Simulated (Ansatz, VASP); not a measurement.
# Cross-check of MoSeS (2H-MoSSe 3 layers, 2H (AA')) between VASP and Ansatz

Wanted: the spread between two codes on one cell, functional and k mesh. Of the first pair: The structure shown is the start of the Ansatz relaxation below; VASP solves that cell, so the two are compared at the walk's first step.

Main program and level: Ansatz 0.2.0; plane waves, with VASP 6.6.1 beside it; single point at PBEsol with D3(BJ).

**1. Set-up**

The cell holds 9 atoms: 3 Se, 3 Mo and 3 S. Its edges and angles: a = 3.250 Å, b = 3.250 Å, c = 56.358 Å, α = 90.0°, β = 90.0°, γ = 120.0°. Vacuum lies along c. The height across the vacuum is the one that the program set for its solve, not the one typed.

**2. Ansatz: relaxation, PBEsol with D3(BJ)**

Ansatz runs on its default PAW (the set named soft_2) files.

The two programs are compared at the cell with which this relaxation starts, whose forces are those of its first step.

input.yaml reads:

```yaml
crystal:
  lattice:
    - [3.25, 0.0, 0.0]
    - [-1.625, 2.8145825623, 0.0]
    - [0.0, 0.0, 34.2792141347]
  atoms:
    - { symbol: Se, position: [0.3333333333, 0.6666666667, 0.2625497762] }
    - { symbol: Mo, position: [0.0, 0.0, 0.3153055208] }
    - { symbol: S, position: [0.3333333333, 0.6666666667, 0.3615331241] }
    - { symbol: Se, position: [0.0, 0.0, 0.4505083261] }
    - { symbol: Mo, position: [0.3333333333, 0.6666666667, 0.5032640707] }
    - { symbol: S, position: [0.0, 0.0, 0.5494916739] }
    - { symbol: Se, position: [0.3333333333, 0.6666666667, 0.6384668759] }
    - { symbol: Mo, position: [0.0, 0.0, 0.6912226205] }
    - { symbol: S, position: [0.3333333333, 0.6666666667, 0.7374502238] }
  periodic: [true, true, false]
kpoints:
  mp_grid: { grid: [12, 12, 1] }
hamiltonian:
  xc: pbesol
  dispersion: d3bj
scf:
  occupations: { method: fermi_dirac, width: 0.05 }
  convergence: { dr2_threshold: 1.0e-09 }
relax:
  f_tol: 0.004
  max_steps: 90
  cell: {}
output:
  write_potential: true
  write_density: true
  volumetric_format: npy
```

Launch:

```console
$ ansatz run input.yaml --threads 8 --pin off --max-ram 12288MiB --backend cpu --events-out ev --progress --plain --runs-dir out
```

Numbers of over 12 decimals in the logs are rounded to 6 here.

What it wrote:

```text
Warning: crystal.periodic: the lattice vector that does not repeat stood 0.000° off the slab's normal, 34.279 Å along it as the deck builds it. The run solves the slab on a vector along the normal, 56.358 Å long, with every atom where it was (on the deck's vector they left 18.00 Å outside them, and the widest stretch free of ions among them is 3.05 Å). A fractional position that the run reports is one of the run's ce [...]
Warning: relax.cell: scf.convergence.dr2_threshold = 1e-9 eV is looser than the 1.30322007685e-10 eV advised for a relaxation that steers and ends on the stress (1e-10 eV for each atom of the cell: 9, times the square of relax.cell.stress_2d_tol = 0.05 N/m over 26.3 Å (the atoms' height at the walk's start and 5 Å past either face), 1.903e-2 GPa, over a crystal's default 0.05). What an SCF threshold leaves in a stress goes as its square root, and in the free energy as the threshold itself, and one threshold admits the most on a small cell: [figures from the program's tests cut] Set scf.convergence.dr2_threshold to 1.30322007685e-10 eV or tighter. [rest of the remark cut]
crystal.periodic: the lattice vector that does not repeat stood 0.000° off the slab's normal, 34.279 Å along it as the deck builds it. The run solves the slab on a vector along the normal, 56.358 Å long, with every atom where it was (on the deck's vector they left 18.00 Å outside them, and the widest stretch free of ions among them is 3.05 Å). A fractional position that the run reports is one of the run's cell, which [...]
Engine: ansatz 0.2.0, aarch64-unknown-linux-gnu
Pseudopotentials: kind: paw
Pseudopotential: Se, paw, valence charge 16, recommended cutoff 420 eV (normal), Se.paw.azcp
Pseudopotential: Mo, paw, valence charge 14, recommended cutoff 420 eV (normal), Mo.paw.azcp
Pseudopotential: S, paw, valence charge 6, recommended cutoff 420 eV (normal), S.paw.azcp
[...]
SCF iter  10: F=-33630.490730 eV  HF=-33630.490730 eV  |F-HF|=1.67e-9  |Δ(HF+E_count)|=  5.02e-10  Δρ=4.12e-7  dr2=7.01e-10  ethr=1.00e-12  ⟨swp⟩=11.4  Hψ=10722  notcnv=0
SCF 8 converged in 10 iterations: F = -33630.490730 eV  dr2 = 7.01e-10
relax step   8: F+E_penalty+E_count = -33630.49072967 eV  Δ(F+E_penalty+E_count) = -9.312e-5 eV  max|allowed force component| = 2.316e-3 eV/Å  Δτ_max = 0.0094 Å  P = +0.007 N/m  Ω = 490.394 Å³  energy of the carried Pulay correction = +8.424e-4 eV  fix = [c, alpha, beta]  reactions: c +0.000 N/m  (10 SCF iters, accepted)
Initial wavefunctions: pseudopotential atomic-orbital guess (no wavefunctions were taken with the density)
iter 1 solved again at ethr=4.81e-7 eV; its pass at ethr=3.10e-3 eV (dr2=5.19e-4 eV) is discarded
SCF iter   1: F=—  HF=-33630.489734 eV  |F-HF|=—  |Δ(HF+E_count)|=         —  Δρ=3.10e-5  dr2=6.60e-7  ethr=4.81e-7  ⟨swp⟩=5.9  Hψ=12759  notcnv=0
eigensolver tolerance schedule: the retry pair's looser diagonalisation over-reported the residual by 785.57 of it (diagonalisation noise at 0.14 of the residual, at the tolerance the schedule requests for it); recorded, not acted on — ethr = c·dr2/N_el stays at c = 1.0e-1
preconditioner: auto → LDOS  [insulator: Δε(μ)=0.233 eV  Ē_g=8.020 eV  σ=0.050 eV  W_gap=0.75  n_scr=38 (ndim 8)  ℏωp=12.3 eV  f_vac=0.668  D(μ)=0.13/eV (n_scr^D=2)  ε∞_Penn≈3.4  β→1.0]
SCF iter   2: F=—  HF=-33630.489792 eV  |F-HF|=—  |Δ(HF+E_count)|=   5.79e-5  Δρ=5.32e-6  dr2=2.47e-7  ethr=6.11e-10  ⟨swp⟩=4.8  Hψ=4027  notcnv=0
SCF iter   3: F=—  HF=-33630.489792 eV  |F-HF|=—  |Δ(HF+E_count)|=   1.39e-7  Δρ=4.51e-6  dr2=4.51e-7  ethr=2.28e-10  ⟨swp⟩=3.0  Hψ=2676  notcnv=0
SCF iter   4: F=—  HF=-33630.489792 eV  |F-HF|=—  |Δ(HF+E_count)|=   5.01e-8  Δρ=2.24e-6  dr2=7.65e-8  ethr=2.28e-10  ⟨swp⟩=2.6  Hψ=1974  notcnv=0
SCF iter   5: F=—  HF=-33630.489792 eV  |F-HF|=—  |Δ(HF+E_count)|=   8.62e-9  Δρ=8.11e-7  dr2=8.20e-9  ethr=7.09e-11  ⟨swp⟩=3.2  Hψ=2338  notcnv=0
SCF iter   6: F=—  HF=-33630.489792 eV  |F-HF|=—  |Δ(HF+E_count)|=  5.02e-10  Δρ=3.03e-7  dr2=1.41e-9  ethr=7.59e-12  ⟨swp⟩=3.6  Hψ=2480  notcnv=0
SCF iter   7: F=-33630.489792 eV  HF=-33630.489792 eV  |F-HF|=7.28e-11  |Δ(HF+E_count)|=  5.53e-10  Δρ=1.66e-7  dr2=1.77e-10  ethr=1.00e-12  ⟨swp⟩=15.7  Hψ=9900  notcnv=0
SCF 9 converged in 7 iterations: F = -33630.489792 eV  dr2 = 1.77e-10
relax step   9: F+E_penalty+E_count = -33630.48979165 eV  Δ(F+E_penalty+E_count) = +9.380e-4 eV  max|allowed force component| = 2.320e-3 eV/Å  Δτ_max = 0.0000 Å  P = +0.012 N/m  Ω = 490.394 Å³  fix = [c, alpha, beta]  reactions: c +0.000 N/m  stress off target by 1.19e-2 N/m on what of the cell is left free  SCF on the basis re-selected at this cell (its energy is not comparable with the rows above)  (7 SCF iters)
basis re-selected at this cell: Δ(F+E_penalty+E_count) = +9.380e-4 eV, ΔP = +0.005 N/m vs the last step (what re-selecting the basis moved, of the pressure what is left beyond the Pulay correction that the steps carried, after the strain that the cell walked since its last selection, with what the two solves' SCF thresholds leave and, on support functions, any second-order correction that the steps lacked; it is no m [...]
SCF converged after 7 iterations
Free energy (F): -33630.489792 eV
Harris-Foulkes:  -33630.489792 eV  (|F-HF|=7.28e-11)
Internal energy: -33630.488308 eV  (E = F + TS)
E sigma→0 (E₀):  -33630.489050 eV
Entropy (-TS):   -0.001484 eV (-0.165 meV/atom)
Fermi energy:    -4.738477 eV
--- Per-component energies (eV) ---
  E_band       = -3297.872849
  E_kinetic    = 2011.207846
  E_local      = -1010416.265545  (includes V_loc(G=0)·N_el)
  E_nonlocal   = -1257.497520
  E_hartree    = 503705.902771
  E_xc         = -1151.803056
  E_vxc        = -1250.024260  (∫ρ·V_xc dr)
  E_paw        = -16787.633863  (= ΣΔE_a)
  E_vpaw       = 202.902617  (= ΣTr[D̂ρ^β])
  E_aug_tail   = -0.001671  (compensation charges beyond the density's cutoff)
  E_ewald      = 490265.153026
  E_disp       = -3.389392  (pairwise vdW)
  E_core_change = 3.839097  (= ΣΔE_core)
  E_smearing   = -0.001484  (= −TS)
  E_closure    = 0.000000  (closes the sum)
  Σ components = -33630.489792   (vs F -33630.489792, Δ=0.00e0)
--- Forces (eV/Å), atoms counted from 1 ---
  atom   1  Se     0.00000000    -0.00000000    -0.00109387
  atom   2  Mo     0.00000000     0.00000000     0.00088877
  atom   3  S      0.00000000    -0.00000000    -0.00075904
  atom   4  Se    -0.00000000     0.00000000    -0.00170537
  atom   5  Mo     0.00000000     0.00000000     0.00231973
  atom   6  S      0.00000000     0.00000000    -0.00065768
  atom   7  Se     0.00000000    -0.00000000     0.00042617
  atom   8  Mo    -0.00000000     0.00000000     0.00053915
  atom   9  S      0.00000000    -0.00000000     0.00004160
  max |Σ_I F_I| component: 5.44e-7 eV/Å
--- 2D stress c σ (N/m, compression-positive) ---
        0.011940      -0.000000       0.000000
       -0.000000       0.011940       0.000000
        0.000000       0.000000       0.000000
  P = ½ c Tr σ = 0.0119 N/m
--- Band table (eV; the first three rows and the last of 19) ---
  k-point 0: bands = ["-66.8365", "-66.2931", "-65.7309", "-53.6222", "-53.6222", "-53.5788", "-53.5788", "-53.5631", "-53.1045", "-53.1045", "-53.0690", "-53.0690", "-53.0563", "-52.5388", "-52.5388", "-52.5036", "-52.5036", "-52.4909", "-41.0720", "-40.7887", "-40.7887", "-40.5266", "-40.2484", "-40.2484", "-39.9641", "-39.6829", "-39.6829", "-20.7512", "-20.2809", "-19.7101", "-19.3672", "-18.8047", "-18.1821", "- [...]
  k-point 1: bands = ["-66.8339", "-66.2904", "-65.7282", "-53.6222", "-53.6217", "-53.5790", "-53.5789", "-53.5629", "-53.1044", "-53.1040", "-53.0692", "-53.0691", "-53.0560", "-52.5388", "-52.5383", "-52.5037", "-52.5036", "-52.4907", "-41.0663", "-40.8159", "-40.7948", "-40.5209", "-40.2757", "-40.2545", "-39.9584", "-39.7101", "-39.6890", "-20.6414", "-20.1745", "-19.6097", "-19.3017", "-18.7464", "-18.1297", "- [...]
  k-point 2: bands = ["-66.8265", "-66.2831", "-65.7209", "-53.6222", "-53.6204", "-53.5794", "-53.5790", "-53.5623", "-53.1044", "-53.1027", "-53.0696", "-53.0692", "-53.0554", "-52.5388", "-52.5370", "-52.5042", "-52.5038", "-52.4901", "-41.0508", "-40.8897", "-40.8115", "-40.5053", "-40.3496", "-40.2713", "-39.9429", "-39.7838", "-39.7057", "-20.3261", "-19.8709", "-19.3306", "-19.1069", "-18.5784", "-17.9804", "- [...]
  k-point 18: bands = ["-66.7914", "-66.2479", "-65.6857", "-53.6184", "-53.6180", "-53.5810", "-53.5802", "-53.5593", "-53.1007", "-53.1003", "-53.0712", "-53.0704", "-53.0525", "-52.5351", "-52.5346", "-52.5058", "-52.5050", "-52.4872", "-41.0862", "-41.0400", "-40.9762", "-40.5466", "-40.5000", "-40.4305", "-39.9802", "-39.9340", "-39.8684", "-18.3328", "-18.1790", "-17.8439", "-17.6481", "-17.2763", "-16.9917", " [...]
  the weakly bound empty levels are not read free of the cell's end (no_gap_told)
--- Relaxed structure (8 steps of the walk, 7 accepted, 1 SCFs on fresh bases) ---
  F+E_penalty+E_count = -33630.48979165 eV   max|allowed force component| = 2.320e-3 eV/Å   (the final SCF, on the basis selected at the relaxed cell)
  cell:  # Å, volume = 490.3941 Å³
    - [3.169771, -5.9381499658794296e-18, 0]
    - [-1.584885, 2.745102, 0]
    - [0, 0, 56.358428]
  atoms:
    - { symbol: Se, position: [0.333333, 0.666667, 0.168810] }
    - { symbol: Mo, position: [0, -2.1701890401338497e-17, 0.199059] }
    - { symbol: S, position: [0.333333, 0.666667, 0.226240] }
    - { symbol: Se, position: [0, -2.17018904013385e-17, 0.275601] }
    - { symbol: Mo, position: [0.333333, 0.666667, 0.305824] }
    - { symbol: S, position: [0, -2.17018904013385e-17, 0.332971] }
    - { symbol: Se, position: [0.333333, 0.666667, 0.382272] }
    - { symbol: Mo, position: [0, -2.1701890401338506e-17, 0.412531] }
    - { symbol: S, position: [0.333333, 0.666667, 0.439710] }
```

The column dr2 measures how far the density is from self-consistency, as an energy; F and HF (Harris–Foulkes) agree once it is small.

(Part 1 of 2 ends here.)

[Lines on the potential files, build, host, timing and source positions are cut from VASP's logs without a mark.]

[Logs are printed without paths, hosts, clocks, repeated set-up lines and the standing remarks that a program may print on its own settings, such as how far it seeks lower states.]

[Hosts, paths, dates, database ids (printed as entryN), source tags and the programs' standing remarks are cut or masked in the printed files.]
